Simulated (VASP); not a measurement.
# BaMgAsF (P4/nmm) in VASP: notebook

Runs on BaMgAsF. Level: LDA. Tasks: relaxation of cell and atoms.

Program: VASP 6.6.1. These are calculated values, not measurements. Logs are shortened: lines on timing, memory, paths and dates and some standing lists are left out, and cuts for length are marked.

**1. The structure**

Symmetry: P4/nmm, No. 129, tetragonal system. Conventional cell: a = 4.386 Å, b = 4.386 Å, c = 9.592 Å, α = 90.00°, β = 90.00°, γ = 90.00°. Ba (site symmetry 4mm) has 4 F at 2.65 Å as nearest neighbours. As (site symmetry 4mm) is surrounded by 4 Mg at 2.68 Å. Mg (site symmetry -4m2) has 4 As at 2.68 Å as nearest neighbours. F (site symmetry -4m2) has 4 Ba at 2.65 Å as nearest neighbours.

The cell comes from a database or a generator and needn't be the stable form of this composition.

**2. Relaxation of cell and atoms, LDA**

INCAR reads:

```
PREC = Accurate
ENCUT = 600
EDIFF = 1E-6
ISMEAR = 0
SIGMA = 0.03
LREAL = False
LASPH = True
NELM = 80
ALGO = Normal
ISIF = 3
LWAVE = False
LCHARG = False
IBRION = 2
NSW = 90
EDIFFG = -0.01
KPAR = 2
```

KPOINTS reads:

```
Automatic mesh
0
Gamma
  6 6 4
```

POSCAR reads:

```
BaMgAsF
1.0
    4.3855000000      0.0000000000      0.0000000000
    0.0000000000      4.3855000000      0.0000000000
    0.0000000000      0.0000000000      9.5918000000
Ba As Mg F
2 2 2 2
Direct
    0.5000000000      0.0000000000      0.1547000000
    0.0000000000      0.5000000000      0.8453000000
    0.5000000000      0.0000000000      0.6610000000
    0.0000000000      0.5000000000      0.3390000000
    0.5000000000      0.5000000000      0.5000000000
    0.0000000000      0.0000000000      0.5000000000
    0.5000000000      0.5000000000      0.0000000000
    0.0000000000      0.0000000000      0.0000000000
```

Potentials or basis: VASP PAW LDA potentials, release 64 (Ba_sv, As, Mg, F).

Run with:

```sh
$ cat potpaw_LDA.64/Ba_sv/POTCAR potpaw_LDA.64/As/POTCAR potpaw_LDA.64/Mg/POTCAR potpaw_LDA.64/F/POTCAR > POTCAR
$ mpirun -np 2 vasp_std > vasp.out
```

OUTCAR:

```text
PREC = Accurate
   ENCUT = 600
   EDIFF = 1E-6
   ISMEAR = 0
   LREAL = False
   LASPH = True
   NELM = 80
   ISIF = 3
   IBRION = 2
   NSW = 90
   EDIFFG = -0.01

 ion  position               nearest neighbor table
   1  0.500  0.000  0.155-   7 2.65   8 2.65   7 2.65   8 2.65   4 3.57   4 3.57   4 3.57   4 3.57
                             5 3.97   6 3.97   5 3.97   6 3.97   2 4.29   2 4.29   2 4.29   2 4.29
   2  0.000  0.500  0.845-   7 2.65   8 2.65   8 2.65   7 2.65   3 3.57   3 3.57   3 3.57   3 3.57
                             5 3.97   5 3.97   6 3.97   6 3.97   1 4.29   1 4.29   1 4.29   1 4.29
   3  0.500  0.000  0.661-   5 2.68   6 2.68   5 2.68   6 2.68   2 3.57   2 3.57   2 3.57   2 3.57

   4  0.000  0.500  0.339-   5 2.68   6 2.68   6 2.68   5 2.68   1 3.57   1 3.57   1 3.57   1 3.57

   5  0.500  0.500  0.500-   3 2.68   4 2.68   3 2.68   4 2.68   6 3.10   6 3.10   6 3.10   6 3.10
                             2 3.97   1 3.97   2 3.97   1 3.97
   6  0.000  0.000  0.500-   3 2.68   4 2.68   4 2.68   3 2.68   5 3.10   5 3.10   5 3.10   5 3.10
                             1 3.97   2 3.97   2 3.97   1 3.97
   7  0.500  0.500  0.000-   1 2.65   2 2.65   1 2.65   2 2.65
   8  0.000  0.000  0.000-   1 2.65   2 2.65   2 2.65   1 2.65

  LATTYP: Found a simple tetragonal cell.
 ALAT       =     4.3855000000
 C/A-ratio  =     2.1871622392

  Lattice vectors:

 A1 = (   4.3855000000,   0.0000000000,   0.0000000000)
 A2 = (   0.0000000000,   4.3855000000,   0.0000000000)
 A3 = (   0.0000000000,   0.0000000000,   9.5918000000)

Analysis of symmetry for initial positions (statically):
=====================================================================
 Subroutine PRICEL returns:
 Original cell was already a primitive cell.

 Routine SETGRP: Setting up the symmetry group for a
 simple tetragonal supercell.

 Subroutine GETGRP returns: Found 16 space group operations
 (whereof  8 operations were pure point group operations)
 out of a pool of 16 trial point group operations.

The static configuration has the point symmetry D_2d.
 The point group associated with its full space group is D_4h.

Analysis of symmetry for dynamics (positions and initial velocities):
=====================================================================
 Subroutine PRICEL returns:
 Original cell was already a primitive cell.

 Routine SETGRP: Setting up the symmetry group for a
 simple tetragonal supercell.

 Subroutine GETGRP returns: Found 16 space group operations
 (whereof  8 operations were pure point group operations)
 out of a pool of 16 trial point group operations.

The dynamic configuration has the point symmetry D_2d.
 The point group associated with its full space group is D_4h.

 Subroutine INISYM returns: Found 16 space group operations
 (whereof  8 operations are pure point group operations),
 and found     1 'primitive' translations

----------------------------------------------------------------------------------------

                                     Primitive cell

  volume of cell :     184.4754

  direct lattice vectors                    reciprocal lattice vectors
     4.385500000  0.000000000  0.000000000     0.228024171  0.000000000  0.000000000
     0.000000000  4.385500000  0.000000000     0.000000000  0.228024171  0.000000000
     0.000000000  0.000000000  9.591800000     0.000000000  0.000000000  0.104255718

  length of vectors
     4.385500000  4.385500000  9.591800000     0.228024171  0.228024171  0.104255718

  position of ions in fractional coordinates (direct lattice)
     0.500000000  0.000000000  0.154700000
     0.000000000  0.500000000  0.845300000
     0.500000000  0.000000000  0.661000000
     0.000000000  0.500000000  0.339000000
     0.500000000  0.500000000  0.500000000
     0.000000000  0.000000000  0.500000000
     0.500000000  0.500000000  0.000000000
     0.000000000  0.000000000  0.000000000

  ion indices of the primitive-cell ions
   primitive index   ion index
                 1           1
                 2           2
                 3           3
                 4           4
                 5           5
                 6           6
                 7           7
                 8           8

----------------------------------------------------------------------------------------

 KPOINTS: Automatic mesh

Automatic generation of k-mesh.
 Grid dimensions read from file:
 generate k-points for:    6    6    4

 Generating k-lattice:

  Cartesian coordinates                     Fractional coordinates (reciprocal lattice)
     0.038004028  0.000000000  0.000000000     0.166666667  0.000000000  0.000000000
     0.000000000  0.038004028  0.000000000     0.000000000  0.166666667  0.000000000
     0.000000000  0.000000000  0.026063930     0.000000000  0.000000000  0.250000000

  Length of vectors
     0.038004028  0.038004028  0.026063930

  Shift w.r.t. Gamma in fractional coordinates (k-lattice)
     0.000000000  0.000000000  0.000000000

 Subroutine IBZKPT returns following result:
 ===========================================

 Found     30 irreducible k-points:

 Following reciprocal coordinates:
            Coordinates               Weight
  0.000000  0.000000  0.000000      1.000000
  0.166667  0.000000  0.000000      4.000000
  0.333333  0.000000  0.000000      4.000000
  0.500000  0.000000  0.000000      2.000000
  0.166667  0.166667  0.000000      4.000000
  0.333333  0.166667  0.000000      8.000000
[... 16 lines left out ...]
  0.333333  0.000000  0.500000      4.000000
  0.500000  0.000000  0.500000      2.000000
 [... further k-points ...]
   k-points           NKPTS =     30   k-points in BZ     NKDIM =     30   number of bands    NBANDS=     29
   number of dos      NEDOS =    301   number of ions     NIONS =      8
   total plane-waves  NPLWV = 103680
   dimension x,y,z NGX =    36 NGY =   36 NGZ =   80
   dimension x,y,z NGXF=    72 NGYF=   72 NGZF=  160
   ions per type =               2   2   2   2
   NGX,Y,Z   is equivalent  to a cutoff of  13.65, 13.65, 13.87 a.u.
   NGXF,Y,Z  is equivalent  to a cutoff of  27.29, 27.29, 27.73 a.u.
 SYSTEM =  unknown system
   PREC   = accura    normal or accurate (medium, high low for compatibility)
   ISTART =      0    job   : 0-new  1-cont  2-samecut
   ICHARG =      2    charge: 1-file 2-atom 10-const
   ISPIN  =      1    spin polarized calculation?
   LNONCOLLINEAR =      F non collinear calculations
   LSORBIT =      F    spin-orbit coupling
   LASPH  =      T    aspherical Exc in radial PAW
   ENCUT  =  600.0 eV  44.10 Ry    6.64 a.u.   8.76  8.76 19.16*2*pi/ulx,y,z
   NELM   =     80;   NELMIN=  2; NELMDL= -5     # of ELM steps
   EDIFF  = 0.1E-05   stopping-criterion for ELM
   LREAL  =      F    real-space projection
   EDIFFG = -.1E-01   stopping-criterion for IOM
   NSW    =     90    number of steps for IOM
   IBRION =      2    ionic relax: 0-MD 1-quasi-New 2-CG
   NFREE  =      1    steps in history (QN), initial steepest desc. (CG)
   ISIF   =      3    stress and relaxation
   ISYM   =      2    0-nonsym 1-usesym 2-fastsym
   POTIM  = 0.5000    time-step for ionic-motion
   TEBEG  =    0.0;   TEEND  =   0.0 temperature during run
   PSTRESS=    0.0 pullay stress
   NELECT =      48.0000    total number of electrons
   NUPDOWN=      -1.0000    fix difference up-down
   EMIN   =  10.00;   EMAX   =-10.00  energy-range for DOS
   EFERMI =   0.00;   METHOD = LEGACY
   ISMEAR =     0;   SIGMA  =   0.03  broadening in eV -4-tet -1-fermi 0-gaus
   EFERMI_NEDOS =   21; number of points for ismear=-14 and -15
   IALGO  =     38    algorithm
   IMIX   =      4    mixing-type and parameters
     AMIX     =   0.40;   BMIX     =  1.00
     AMIX_MAG =   1.60;   BMIX_MAG =  1.00
  volume/ion in A,a.u.               =      23.06       155.61
  Fermi-wavevector in a.u.,A,eV,Ry     =   1.045143  1.975034 14.861974  1.092324
  Thomas-Fermi vector in A             =   2.179926
   LORBIT       =      0    0 simple, 1 ext, 2 COOP (PROOUT), +10 PAW based schemes
   GGA     = CA    functional components
   LHFCALC =     F    Hartree Fock is set to
   AEXX    =    0.0000 exact exchange contribution
   IVDW    =     0    specifies the selected vdW correction
   LEPSILON=     F    determine dielectric tensor
   LRPA    =     F    only Hartree local field effects (RPA)
 conjugate gradient relaxation of ions
 non-spin polarized calculation
 Gauss-broadening in eV      SIGMA  =   0.03
  energy-cutoff  :      600.00
  volume of cell :      184.48
 maximum number of plane-waves:      6186
 NGX is ok and might be reduce to    36
   NGX = 17   NGY = 17   NGZ = 39

--------------------------------------- Ionic step        1  -------------------------------------------

 number of electron      47.9999970 magnetization

 Free energy of the ion-electron system (eV)
  ---------------------------------------------------
  ext. energy  EPLUGINS =         0.00000000
  ---------------------------------------------------
  free energy    TOTEN  =       -40.39095128 eV

  energy without entropy =      -40.39095128  energy(sigma->0) =      -40.39095128

------------------------ aborting loop because EDIFF is reached ----------------------------------------

  FORCE on cell =-STRESS in cart. coord.  units (eV):
  Direction    XX          YY          ZZ          XY          YZ          ZX
  --------------------------------------------------------------------------------------
  -------------------------------------------------------------------------------------
  Total       -3.0112856     -3.0112856     -2.9039206      0.0000000      0.0000000      0.0000000
  in kB      -26.1531606    -26.1531606    -25.2206903      0.0000000      0.0000000      0.0000000
  external PRESSURE =     -25.8423372 kB  Pullay stress =       0.0000000 kB
[... 111 lines left out ...]
  energy  without entropy=      -40.4591792495  energy(sigma->0) =      -40.45917925

--------------------------------------- Ionic step        4  -------------------------------------------

 number of electron      47.9999998 magnetization

 E-fermi :   2.8159     XC(G=0):  -9.6001

 val. band max:        2.5876581047   @ k =   0.0000   0.0000   0.0000
 cond. band min:       4.0337519600   @ k =   0.0000   0.0000   0.0000
 fundamental gap:      1.4460938553
 Fermi energy:         2.8159386642

 k-point     1 :       0.0000    0.0000    0.0000
  band No.  band energies     occupation
      1     -24.5042      2.00000
      2     -24.2638      2.00000
      3     -20.4610      2.00000
      4     -20.4437      2.00000
      5      -9.7213      2.00000
      6      -9.7213      2.00000
[... 882 lines left out ...]
  energy  without entropy=      -40.4673107986  energy(sigma->0) =      -40.46731080

--------------------------------------- Ionic step        7  -------------------------------------------

 number of electron      47.9999998 magnetization

 Free energy of the ion-electron system (eV)
  ---------------------------------------------------
  ext. energy  EPLUGINS =         0.00000000
  ---------------------------------------------------
  free energy    TOTEN  =       -40.46755657 eV

  energy without entropy =      -40.46755657  energy(sigma->0) =      -40.46755657

 E-fermi :   2.8159     XC(G=0):  -9.6245

 val. band max:        2.5907004989   @ k =   0.0000   0.0000   0.0000
 cond. band min:       4.0501610178   @ k =   0.0000   0.0000   0.0000
 fundamental gap:      1.4594605189
 Fermi energy:         2.8158543315

 k-point     1 :       0.0000    0.0000    0.0000
  band No.  band energies     occupation
      1     -24.4427      2.00000
      2     -24.2022      2.00000
      3     -20.3907      2.00000
      4     -20.3763      2.00000
      5      -9.6664      2.00000
      6      -9.6664      2.00000
[... 794 lines left out ...]
  FREE ENERGIE OF THE ION-ELECTRON SYSTEM (eV)
  ---------------------------------------------------
  free  energy   TOTEN  =       -40.4675565748 eV

  energy  without entropy=      -40.4675565748  energy(sigma->0) =      -40.46755657

 reached required accuracy - stopping structural energy minimisation
```

It took 6.5 min on 2 MPI ranks of Intel Xeon Platinum 8259CL at 2.50GHz (Skylake/Cascade Lake), shared host; peak memory 0.4 GiB.

What came out:

```
Free energy                            : -40.4676 eV
Relaxed volume                         : 21.90 Å³/atom
Relaxed cell                           : a = 4.326 Å, b = 4.326 Å, c = 9.362 Å, α = 90.00°, β = 90.00°, γ = 90.00°
Space group after relaxing (to 0.05 Å) : P4/nmm (No. 129)
Energy gained by relaxing              : 9.6 meV/atom
Ionic steps                            : 7
Pressure after relaxing                : 0.0 GPa
Largest force after relaxing           : 0.005 eV/Å
Band gap on the k mesh                 : 1.46 eV, direct
```

Forces on the atoms (eV/Å):
```
Ba   0.000  0.000  0.000
Ba   0.000  0.000  0.000
As   0.000  0.000 -0.005
As   0.000  0.000  0.005
Mg   0.000  0.000  0.000
Mg   0.000  0.000  0.000
F    0.000  0.000  0.000
F    0.000  0.000  0.000
```

The path:
| step | energy change (eV) | largest force (eV/Å) | pressure (GPa) | volume (Å³) |
| --- | --- | --- | --- | --- |
| 1 | 0.0000 | 0.1208 | -2.58 | 184.48 |
| 2 | -0.0649 | 0.2258 | 0.60 | 174.72 |
| 3 | -0.0682 | 0.1765 | -0.04 | 176.43 |
| 4 | -0.0726 | 0.1236 | -0.03 | 175.99 |
| 5 | -0.0760 | 0.0413 | 0.01 | 175.11 |
| 6 | -0.0764 | 0.0267 | 0.00 | 175.14 |
| 7 | -0.0766 | 0.0054 | -0.03 | 175.18 |

Final structure:
```
Ba As Mg F
1.0
     4.32568    0.00000    0.00000
     0.00000    4.32568    0.00000
     0.00000    0.00000    9.36229
Ba As Mg F
2 2 2 2
Direct
  0.50000 0.00000 0.15548
  0.00000 0.50000 0.84452
  0.50000 0.00000 0.66401
  0.00000 0.50000 0.33599
  0.50000 0.50000 0.50000
  0.00000 0.00000 0.50000
  0.50000 0.50000 0.00000
  0.00000 0.00000 0.00000
```

Caveat: spin-orbit coupling is left out, which moves the levels of the heavy elements. A k mesh can miss the band edges.

**3. Relaxation of cell and atoms, LDA**

This run uses another cell than the first one, of 21.90 Å³/atom, 0.950 times its volume.

INCAR, as its differences from that of step 2:

```diff
@@ -2,3 +2,3 @@
 ENCUT = 600
-EDIFF = 1E-6
+EDIFF = 1E-7
 ISMEAR = 0
@@ -14,3 +14,3 @@
 NSW = 90
-EDIFFG = -0.01
+EDIFFG = -0.005
 KPAR = 2
```

KPOINTS is that of step 2.

POSCAR reads:

```
BaMgAsF                                 
1.0
    4.3256770134      0.0000000000     -0.0000000000
    0.0000000000      4.3256770134      0.0000000000
    0.0000000000      0.0000000000      9.3622946075
  Ba              As              Mg              F             
     2     2     2     2
Direct
     0.5000000000000000    0.0000000000000000    0.1554792681867085
     0.0000000000000000    0.5000000000000000    0.8445207318132917
     0.5000000000000000    0.0000000000000000    0.6640074900480312
     0.0000000000000000    0.5000000000000000    0.3359925099519688
     0.5000000000000000    0.5000000000000000    0.5000000000000000
     0.0000000000000000    1.0000000000000000    0.5000000000000000
     0.5000000000000000    0.5000000000000000    0.0000000000000000
     0.0000000000000000    0.0000000000000000    0.0000000000000000
```

Potentials or basis: VASP PAW LDA potentials, release 64 (Ba_sv, As, Mg, F).

Run with:

```sh
$ cat potpaw_LDA.64/Ba_sv/POTCAR potpaw_LDA.64/As/POTCAR potpaw_LDA.64/Mg/POTCAR potpaw_LDA.64/F/POTCAR > POTCAR
$ mpirun -np 2 vasp_std > vasp.out
```

Run time: 3 min. Hardware: 2 MPI ranks of Intel Xeon Platinum 8259CL at 2.50GHz (Skylake/Cascade Lake), shared host; peak memory 0.39 GiB.

It converged, with:

| Item | Value |
| --- | --- |
| Free energy | -40.4614 eV |
| Energy gained by relaxing | 0.0 meV/atom |
| Ionic steps | 2 |
| Pressure after relaxing | 0.0 GPa |
| Band gap on the k mesh | 1.46 eV, direct |

Forces in eV/Å, atoms in the order of the input:
```
Ba   0.000  0.000  0.001
Ba   0.000  0.000 -0.001
As   0.000  0.000 -0.003
As   0.000  0.000  0.003
Mg   0.000  0.000  0.000
Mg   0.000  0.000  0.000
F    0.000  0.000  0.000
F    0.000  0.000  0.000
```

Final structure:
```cif
data_structure
_symmetry_space_group_name_H-M 'P 1'
_symmetry_Int_Tables_number 1
_cell_length_a 4.3257
_cell_length_b 4.3257
_cell_length_c 9.3612
_cell_angle_alpha 90.000
_cell_angle_beta 90.000
_cell_angle_gamma 90.000
_cell_volume 175.17
loop_
_atom_site_label
_atom_site_type_symbol
_atom_site_fract_x
_atom_site_fract_y
_atom_site_fract_z
_atom_site_occupancy
Ba1 Ba 0.50000 0.00000 0.15548 1
Ba2 Ba 0.00000 0.50000 0.84452 1
As1 As 0.50000 0.00000 0.66398 1
As2 As 0.00000 0.50000 0.33602 1
Mg1 Mg 0.50000 0.50000 0.50000 1
Mg2 Mg 0.00000 0.00000 0.50000 1
F1 F 0.50000 0.50000 0.00000 1
F2 F 0.00000 0.00000 0.00000 1
```

Levels at points of the mesh, in eV from the valence-band top:
```csv
k point,band 21,band 22,band 23,band 24,band 25,band 26,band 27,band 28
"(0.00, 0.00, 0.00)",-1.20,-0.45,0.00,0.00,1.46,2.01,2.37,3.22
"(0.50, 0.00, 0.00)",-0.71,-0.71,-0.52,-0.52,2.84,2.84,3.11,3.11
"(0.50, 0.50, 0.00)",-1.66,-1.66,-1.59,-1.59,2.10,2.10,3.87,3.87
"(0.00, 0.00, 0.50)",-1.19,-0.84,-0.01,-0.01,1.76,2.41,2.54,3.18
"(0.50, 0.00, 0.50)",-0.65,-0.65,-0.51,-0.51,3.00,3.00,3.28,3.28
"(0.50, 0.50, 0.50)",-1.68,-1.68,-1.57,-1.57,2.40,2.40,3.97,3.97
```

Caveat: spin-orbit coupling is left out, which moves the levels of the heavy elements.
